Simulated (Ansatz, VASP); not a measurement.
# PbO2 in two plane-wave programs

Aim: how closely do two programs agree when they are given the same cell, functional and k mesh?

Method: plane waves, with VASP 6.6.1 beside it; single point at r2SCAN, in Ansatz 0.2.0.

### 1. Starting point

The structure is cubic, space group Fm-3m (No. 225). Conventional cell: a = 5.404 Å, b = 5.404 Å, c = 5.404 Å, α = 90.00°, β = 90.00°, γ = 90.00°. Nearest to Pb lie 8 O at 2.34 Å. Nearest to O lie 4 Pb at 2.34 Å. Farther neighbours and most contacts between anions are not listed.

### 2. VASP: single point, r2SCAN

With cell and atoms fixed, the geometry can't cause a difference; cores, projectors, grids and the points listed under the comparison can.

Lines of VASP's logs that name or quote its potential files are left out, and so is its time.

Input file INCAR:

```
SYSTEM = PbO2
PREC = Accurate
ENCUT = 520
EDIFF = 1E-06
NELM = 100
ISMEAR = -1
SIGMA = 0.05
LREAL = .FALSE.
ALGO = Normal
METAGGA = R2SCAN
LASPH = .TRUE.
NBANDS = 19
LORBIT = 11
LWAVE = .FALSE.
LCHARG = .TRUE.
ISIF = 2
LELF = .TRUE.
LVHAR = .TRUE.
```

Input file POSCAR:

```
PbO2
1.0
    0.0000000000      2.7019920000      2.7019920000
    2.7019920000      0.0000000000      2.7019920000
    2.7019920000      2.7019920000      0.0000000000
Pb O
1 2
Direct
    0.0000000000      0.0000000000      0.0000000000
    0.2500000000      0.2500000000      0.2500000000
    0.7500000000      0.7500000000      0.7500000000
```

Input file KPOINTS:

```
Automatic mesh
0
Gamma
9 9 9
0 0 0
```

Potentials, in the order of the species: Pb_d and O (PBE family, release 64).

Started as:

```console
$ mpirun -np 4 vasp_std
```

Numbers of over 12 decimals in the logs are rounded to 6 here.

Output:

```text
[banner, memory and clock lines left out]
running    4 mpi-ranks, on    1 nodes
 distrk:  each k-point on    4 cores,    1 groups
 distr:  one band on    1 cores,    4 groups

 POSCAR found type information on POSCAR PbO
 POSCAR found :  2 types and       3 ions
|                                                                             |
|               ----> ADVICE to this user running VASP <----                  |
|                                                                             |
|     You enforced a specific xc type in the INCAR file but a different       |
|     [... a line on the potential file left out ...]
|     I HOPE YOU KNOW WHAT YOU ARE DOING!                                     |
|                                                                             |

 LDA part: xc-table for (None), standard interpolation
|                                                                             |
|           W    W    AA    RRRRR   N    N  II  N    N   GGGG   !!!           |
|           W    W   A  A   R    R  NN   N  II  NN   N  G    G  !!!           |
|           W    W  A    A  R    R  N N  N  II  N N  N  G       !!!           |
|           W WW W  AAAAAA  RRRRR   N  N N  II  N  N N  G  GGG   !            |
|           WW  WW  A    A  R   R   N   NN  II  N   NN  G    G                |
|           W    W  A    A  R    R  N    N  II  N    N   GGGG   !!!           |
|                                                                             |
|     The number of bands has been changed from the values supplied in        |
|     The orbitals not found in the WAVECAR file will be initialized with     |
|     random numbers, which is usually adequate. For correlated               |
|     calculations, however, you should redo the groundstate calculation.     |
|     I found NBANDS = 19. Now, NBANDS = 20.                                  |
|                                                                             |

 POSCAR, INCAR and KPOINTS ok, starting setup
 FFT: planning ... GRIDC
 FFT: planning ... GRID_SOFT
 FFT: planning ... GRID
 WAVECAR not read
 entering main loop
       N       E                     dE             d eps       ncg     rms          rms(c)
DAV:   1     0.203387305494E+03    0.20339E+03   -0.13869E+04  1432   0.159E+03
DAV:   2    -0.573222735989E+02   -0.26071E+03   -0.24749E+03  1496   0.428E+02
DAV:   3    -0.806218216750E+02   -0.23300E+02   -0.22845E+02  1680   0.133E+02
DAV:   4    -0.812952197343E+02   -0.67340E+00   -0.67257E+00  1564   0.227E+01
DAV:   5    -0.813159338272E+02   -0.20714E-01   -0.20712E-01  1864   0.423E+00    0.853E+00
DAV:   6    -0.706000250347E+02    0.10716E+02   -0.76348E+00  1780   0.540E+01    0.258E+00
DAV:   7    -0.707273908697E+02   -0.12737E+00   -0.68725E-01  1536   0.745E+00    0.180E+00
DAV:   8    -0.707568542913E+02   -0.29463E-01   -0.93141E-02  1960   0.555E+00    0.405E-01
DAV:   9    -0.707536958956E+02    0.31584E-02   -0.25780E-02  1964   0.245E+00    0.105E-01
DAV:  10    -0.707539803954E+02   -0.28450E-03   -0.26961E-03  1596   0.643E-01    0.900E-02
DAV:  11    -0.707540541701E+02   -0.73775E-04   -0.65064E-04  1896   0.309E-01    0.293E-02
DAV:  12    -0.707540348669E+02    0.19303E-04   -0.91363E-05  1680   0.112E-01    0.424E-03
DAV:  13    -0.707540366549E+02   -0.17880E-05   -0.50259E-06  1640   0.237E-02    0.456E-03
DAV:  14    -0.707540359562E+02    0.69873E-06   -0.99017E-07   916   0.109E-02
   1 F= -.70754036E+02 E0= -.70751038E+02  d E =-.599599E-02
```

OUTCAR, selected parts (step 2):

```text
ion  position               nearest neighbor table
   1  0.000  0.000  0.000-   3 2.34   3 2.34   3 2.34   2 2.34   2 2.34   2 2.34   3 2.34   2 2.34

  LATTYP: Found a face centered cubic cell.
 ALAT       =     5.4039840000

 Subroutine GETGRP returns: Found 48 space group operations
 (whereof 48 operations were pure point group operations)

The static configuration has the point symmetry O_h .

 Found     35 irreducible k-points:

   k-points           NKPTS =     35   k-points in BZ     NKDIM =     35   number of bands    NBANDS=     20

   dimension x,y,z NGX =    28 NGY =   28 NGZ =   28
   dimension x,y,z NGXF=    56 NGYF=   56 NGZF=   56

   ENCUT  =  520.0 eV  38.22 Ry    6.18 a.u.   7.10  7.10  7.10*2*pi/ulx,y,z

   NELECT =      26.0000    total number of electrons

 k-points in reciprocal lattice and weights: Automatic mesh
   0.00000000  0.00000000  0.00000000       0.001
   0.11111111  0.00000000  0.00000000       0.011
   0.22222222  0.00000000  0.00000000       0.011
   0.33333333  0.00000000  0.00000000       0.011
   0.44444444  0.00000000  0.00000000       0.011
   0.11111111  0.11111111  0.00000000       0.008
   0.22222222  0.11111111  0.00000000       0.033
   0.33333333  0.11111111  0.00000000       0.033
   0.44444444  0.11111111  0.00000000       0.033
[...]
-0.33333333  0.44444444  0.11111111       0.033
  -0.33333333  0.44444444  0.22222222       0.033

 average (electrostatic) potential at core
       1 -96.5880       2 -72.2118       3 -72.2118

 E-fermi :   5.2778

 k-point     1 :       0.0000    0.0000    0.0000
  band No.  band energies     occupation
    ...
     10       3.2525      2.00000
     11       3.2525      2.00000
     12       4.0506      2.00000
     13       4.0506      2.00000
     14       4.0506      2.00000
     15      12.9036      0.00000
     16      12.9036      0.00000
     17      12.9036      0.00000
     18      17.2386      0.00000
     19      21.7741      0.00000
    ...

 k-point     2 :       0.1111    0.0000    0.0000
  band No.  band energies     occupation
    ...
     10       3.1528      2.00000
     11       3.1528      2.00000
     12       4.0280      2.00000
     13       4.0280      2.00000
     14       5.1705      1.79066
     15      12.5789      0.00000
     16      13.1659      0.00000
     17      13.1659      0.00000
     18      18.2609      0.00000
     19      21.6591      0.00000
    ...

 k-point     3 :       0.2222    0.0000    0.0000
  band No.  band energies     occupation
    ...
      9       2.6924      2.00000
     10       2.9154      2.00000
     11       2.9154      2.00000
     12       3.9647      2.00000
     13       3.9647      2.00000
     14       6.5225      0.00000
     15      12.3294      0.00000
     16      13.8675      0.00000
     17      13.8675      0.00000
     18      20.1360      0.00000
    ...

  Total       -1.4143487     -1.4143487     -1.4143487      0.0000000      0.0000000      0.0000000
  in kB      -57.4360941    -57.4360941    -57.4360941      0.0000000      0.0000000      0.0000000
  external PRESSURE =     -57.4360941 kB  Pullay stress =       0.0000000 kB

  energy-cutoff  :      520.00
  volume of cell :       39.45
      direct lattice vectors                 reciprocal lattice vectors
     0.000000000  2.701992000  2.701992000    -0.185048660  0.185048660  0.185048660
     2.701992000  0.000000000  2.701992000     0.185048660 -0.185048660  0.185048660
     2.701992000  2.701992000  0.000000000     0.185048660  0.185048660 -0.185048660

 POSITION                                       TOTAL-FORCE (eV/Angst)
 -----------------------------------------------------------------------------------
      0.00000      0.00000      0.00000        -0.000000      0.000000      0.000000
      1.35100      1.35100      1.35100        -0.000000     -0.000000     -0.000000
      4.05299      4.05299      4.05299         0.000000      0.000000      0.000000
 -----------------------------------------------------------------------------------
    total drift:                                0.000000      0.000000      0.000000

  FREE ENERGIE OF THE ION-ELECTRON SYSTEM (eV)
  ---------------------------------------------------
  free  energy   TOTEN  =       -70.7540359562 eV

  energy  without entropy=      -70.7480399641  energy(sigma->0) =      -70.75103796

 total charge
# of ion       s       p       d       tot
------------------------------------------
    1        1.020   0.647   9.977  11.644
    2        1.595   3.370   0.000   4.965
    3        1.595   3.370   0.000   4.965
--------------------------------------------------
tot          4.210   7.387   9.977  21.574

[... 3 further parts left out ...]
```

At this level the cell is under a tension of 5.7 GPa, so at these settings it is away from equilibrium.

### 3. Ansatz: single point, r2SCAN

Ansatz runs on its default PAW (the set named soft_2) files.

The same cell, functional, mesh and smearing now go to Ansatz, which takes its cutoff from its data sets.

Input file input.yaml:

```yaml
crystal:
  lattice:
    - [0.0, 2.701992, 2.701992]
    - [2.701992, 0.0, 2.701992]
    - [2.701992, 2.701992, 0.0]
  atoms:
    - { symbol: Pb, position: [0.0, 0.0, 0.0] }
    - { symbol: O, position: [0.25, 0.25, 0.25] }
    - { symbol: O, position: [0.75, 0.75, 0.75] }
hamiltonian:
  xc: r2scan
  pseudopotentials: { kind: paw }
kpoints:
  mp_grid: { grid: [9, 9, 9] }
scf:
  occupations: { method: fermi_dirac, width: 0.05 }
  n_extra_bands: 4
output:
  forces: true
  stress: true
  eigenvalues: true
```

Started as:

```console
$ ansatz run input.yaml --threads 2 --pin off --max-ram 4608MiB --backend cpu --events-out ev --progress --plain --runs-dir out
```

Output:

```text
scf.n_extra_bands = 4 over 13 filled bands (N_el = 26.0): the run solves 17 bands
Engine: ansatz 0.2.0, x86_64-unknown-linux-gnu
Pseudopotentials: kind: paw
Pseudopotential: Pb, paw, valence charge 14, recommended cutoff 500 eV (meta_gga), Pb.paw.azcp
Pseudopotential: O, paw, valence charge 6, recommended cutoff 500 eV (meta_gga), O.paw.azcp
Functional definition: r2SCAN
  parameter k0 = 0.174
  parameter k1 = 0.065
  parameter a1 = 4.9479
  exchange = r2scan_x(k0 = k0, k1 = k1, a1 = a1)
  correlation = r2scan_c
Crystal: 3 atoms, lattice volume = 39.453 Å³
Basis set: ecut = 500 eV, 965 PW (Γ), exchange–correlation on 120×120×120 points (64 copies of the dense FFT grid, shifted against one another)
Bands: 17, of which v1, the nominal top of the filled ones, is band 13 counted from 1 (12 counted from 0)
Symmetry: 48 space group operations
Space group: Fm-3m (ITA 225), of the structure as read, at distance tolerance 3.4e-5 Å
k-points: 35 of 729
Non-local potential: Pb, projectors of the file, l = 0: 2, l = 1: 2, l = 2: 2, l = 3: 2
Non-local potential: O, projectors of the file, l = 0: 2, l = 1: 2, l = 2: 1
PAW form: soft (Blöchl's): semilocal exchange-correlation on the pseudo side does not see the compensation charge
PAW frozen core: Pb, regenerated for the run's functional (the file was generated under x = pbe(κ = 0.804, μ = 0.219515), c = pbe(β = 0.066725))
PAW frozen core: O, regenerated for the run's functional (the file was generated under x = pbe(κ = 0.804, μ = 0.219515), c = pbe(β = 0.066725))
PAW one-centre angular grid: Pb, 590 points (default); XC on 160 Gauss nodes
PAW one-centre angular grid: O, 302 points (default); XC on 160 Gauss nodes
Initial density: superposition of atomic densities (neutral atoms: chi_scale 0, normalization atom), corrected by the library's trained network
Initial wavefunctions: pseudopotential atomic-orbital guess
Functional: x = r2scan, c = r2scan; τ floored in thin density (d = 2e-4 eV/Å³)
SCF iter   1: F=—  HF=-13055.274752 eV  |F-HF|=—  |Δ(HF+E_count)|=         —  Δρ=1.14e-2  dr2=4.01e-2  dr2_τ=7.47e-2  ethr=1.77e-3  ⟨swp⟩=5.9  Hψ=3139  notcnv=0
preconditioner: auto → none  [insulator: Δε(μ)=0.780 eV  Ē_g=17.671 eV  σ=0.050 eV  W_gap=0.75  n_scr=14 (ndim 8)  ℏωp=30.1 eV  f_vac=0.058  D(μ)=0.68/eV (n_scr^D=0)  ε∞_Penn≈3.9]
SCF iter   2: F=—  HF=-13055.315352 eV  |F-HF|=—  |Δ(HF+E_count)|=   4.06e-2  Δρ=6.58e-3  dr2=6.49e-3  dr2_τ=1.49e-3  ethr=1.54e-4  ⟨swp⟩=2.9  Hψ=1515  notcnv=0
SCF iter   3: F=—  HF=-13055.314779 eV  |F-HF|=—  |Δ(HF+E_count)|=   5.72e-4  Δρ=2.38e-3  dr2=1.94e-3  dr2_τ=1.82e-4  ethr=2.50e-5  ⟨swp⟩=2.5  Hψ=1065  notcnv=0
SCF iter   4: F=—  HF=-13055.314450 eV  |F-HF|=—  |Δ(HF+E_count)|=   3.29e-4  Δρ=3.52e-4  dr2=3.78e-5  dr2_τ=2.62e-6  ethr=7.48e-6  ⟨swp⟩=2.2  Hψ=836  notcnv=0
SCF iter   5: F=—  HF=-13055.314441 eV  |F-HF|=—  |Δ(HF+E_count)|=   8.82e-6  Δρ=5.23e-5  dr2=5.58e-7  dr2_τ=7.41e-8  ethr=1.46e-7  ⟨swp⟩=2.1  Hψ=862  notcnv=0
SCF iter   6: F=-13055.314441 eV  HF=-13055.314441 eV  |F-HF|=5.45e-8  |Δ(HF+E_count)|=   9.11e-8  Δρ=1.74e-5  dr2=8.73e-8  dr2_τ=9.61e-9  ethr=3.85e-10  ⟨swp⟩=7.7  Hψ=3108  notcnv=0
SCF 1 converged in 6 iterations: F = -13055.314441 eV  dr2 = 8.73e-8
  greatest PAW one-centre occupation: 0.985 electrons in one spin orbital (limit 2), on the Pb atom at site 0 (counted from 0), in its partial waves of l = 2
SCF converged after 6 iterations
Free energy (F): -13055.314441 eV
Harris-Foulkes:  -13055.314441 eV  (|F-HF|=5.45e-8)
Internal energy: -13055.308443 eV  (E = F + TS)
E sigma→0 (E₀):  -13055.311442 eV
Entropy (-TS):   -0.005999 eV (-2.000 meV/atom)
Fermi energy:    9.272351 eV
--- Per-component energies (eV) ---
  E_band       = -24.449241
  E_kinetic    = 639.423165
  E_local      = -1509.594251  (includes V_loc(G=0)·N_el)
  E_nonlocal   = 451.647693
  E_hartree    = 577.375115
  E_xc         = -348.586597
  E_vxc        = -347.478397  (∫ρ·V_xc dr)
  E_paw        = -10765.873119  (= ΣΔE_a)
  E_vpaw       = -436.392775  (= ΣTr[D̂ρ^β])
  E_aug_tail   = 0.002115  (compensation charges beyond the density's cutoff)
  E_vtau       = 23.185793  (kinetic-family band-sum trace: ∫τ·v_τ [+ j·A + Jᵃ·Aᵃ] dr)
  E_ewald      = -2100.604185
  E_core_change = 0.901621  (= ΣΔE_core)
  E_smearing   = -0.005999  (= −TS)
  E_closure    = 0.000000  (closes the sum)
  Σ components = -13055.314441   (vs F -13055.314441, Δ=0.00e0)
--- Forces (eV/Å), atoms counted from 1 ---
  atom   1  Pb    -0.00000000     0.00000000    -0.00000000
  atom   2  O     -0.00000000    -0.00000000     0.00000000
  atom   3  O      0.00000000     0.00000000    -0.00000000
  max |Σ_I F_I| component: 9.25e-18 eV/Å
--- Stress (GPa, compression-positive) ---
       -6.654809       0.000000       0.000000
        0.000000      -6.654809      -0.000000
        0.000000      -0.000000      -6.654809
  P = ⅓ Tr σ = -6.6548 GPa (-66.548 kbar)
--- Band table (eV; the first three rows and the last of 35) ---
  k-point 0: bands = [... 9 lower, 7.2506, 7.2506, 8.0467, 8.0467, 8.0467, 16.9163, 16.9163, 16.9163]
  k-point 1: bands = [... 9 lower, 7.1512, 7.1512, 8.0241, 8.0241, 9.1731, 16.5896, 17.1780, 17.1780]
  k-point 2: bands = [... 9 lower, 6.9146, 6.9146, 7.9610, 7.9610, 10.5276, 16.3352, 17.8784, 17.8784]
  k-point 34: bands = [... 9 lower, 6.3519, 7.0075, 8.8361, 9.2202, 11.8250, 17.8676, 18.9382, 19.1898]
```

Wall time 1.8 s (2 threads of Intel Xeon Platinum 8488C (Sapphire Rapids), shared host); peak memory 0.49 GiB; 3.2 s of CPU time.

In the SCF lines HF is the Harris–Foulkes energy and dr2 the Hartree energy of the density residual, in eV; the loop may stop once dr2 is under the threshold and the program's other checks hold. Hψ counts applications of the Hamiltonian.

The run ends at a pressure of -6.65 GPa.

### 4. Comparison

Known differences besides the potentials themselves: VASP keeps PBE cores, Ansatz makes them for the functional; the cutoff is 500 eV in Ansatz and 520 eV in VASP. Total energies have different zeros and are not compared.

Compared:

```tsv
quantity	Ansatz	VASP	difference
pressure (GPa)	-6.65	-5.74	-0.91
pressure without Ansatz's Pulay correction (GPa)	-6.72	-5.74	-0.98
```

Ansatz's pressure holds a Pulay correction of 0.07 GPa; VASP's holds none.

### 5. Results

```json
{"difference in pressure (single point, r2SCAN)": "-0.91 GPa"}
```

The difference in pressure is -0.91 GPa (single point, r2SCAN), within the 1 GPa picked in this series as the mark of a large difference. Such differences can come from data sets, numerical settings and the points named under the comparisons, not from the functional's error against experiment.

[Lines on the potential files, build, host, timing and source positions are cut from VASP's logs without a mark.]

[Logs are printed without paths, hosts, clocks, repeated set-up lines and the standing remarks that a program may print on its own settings, such as how far it seeks lower states.]

[Hosts, paths, dates, database ids (printed as entryN), source tags and the programs' standing remarks are cut or masked in the printed files.]
